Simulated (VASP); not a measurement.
Consider the following.

```xyz
2
Lattice="0.0000 2.8195 2.8195 2.8195 0.0000 2.8195 2.8195 2.8195 0.0000" Properties=species:S:1:pos:R:3 pbc="T T T"
Mn     0.0000     0.0000     0.0000
S      1.4098     1.4098     1.4098
```
Starting moments (μB, in the order of the record's atoms Mn S): 4.5 0.1.

Calculation: r2SCAN meta-GGA, VASP's PBE PAW potentials (set 64) (plane waves; VASP). Settings: 400 eV cut-off, 9×9×9 Γ-centred mesh, tetrahedra with Blöchl corrections, potentials Mn_pv S.

The moments were started parallel, and other spin orders were not tried in this run.

Question: Give the spin-up energies of bands 5 to 14 at the high-symmetry points, in eV from the valence-band maximum.

Answer: 
```
band      Γ      X      U      L      W
----  -----  -----  -----  -----  -----
5     -5.19  -6.01  -5.65  -5.79  -5.37
6     -5.19  -4.48  -4.75  -4.96  -5.16
7     -5.19  -4.48  -4.64  -4.96  -4.47
8     -3.65  -3.60  -3.80  -3.56  -3.69
9     -3.65  -3.46  -3.57  -3.56  -3.33
10     0.00  -3.07  -3.21  -3.36  -3.28
11     0.00  -2.44  -2.62  -1.00  -3.08
12     0.00  -2.44  -1.93  -1.00  -2.10
13     1.23   2.92   3.83   3.21   4.83
14     6.21   4.51   5.67   6.58   6.12
```

Question: Give the spin-down energies of bands 5 to 14 at the high-symmetry points, in eV from the valence-band maximum.

Answer: 
| band | Γ | X | U | L | W |
|---|---|---|---|---|---|
| 5 | -3.19 | -5.05 | -4.67 | -5.17 | -4.33 |
| 6 | -3.19 | -3.34 | -4.05 | -3.15 | -4.28 |
| 7 | -3.19 | -3.34 | -3.26 | -3.15 | -3.48 |
| 8 | 1.84 | 0.70 | 0.88 | 1.85 | 0.80 |
| 9 | 1.84 | 1.76 | 1.79 | 1.99 | 1.54 |
| 10 | 2.51 | 2.32 | 1.95 | 1.99 | 2.25 |
| 11 | 3.97 | 2.32 | 2.69 | 2.95 | 2.50 |
| 12 | 3.97 | 2.37 | 2.79 | 2.95 | 3.02 |
| 13 | 3.97 | 5.26 | 5.81 | 4.73 | 6.56 |
| 14 | 7.43 | 6.64 | 7.38 | 8.07 | 7.94 |

The gap is indirect, 0.71 eV, from the valence maximum at Γ to the conduction minimum at X.

The structure was generated: MnS was put into the zinc blende type (F-43m), which need not be its known phase. It was relaxed first.
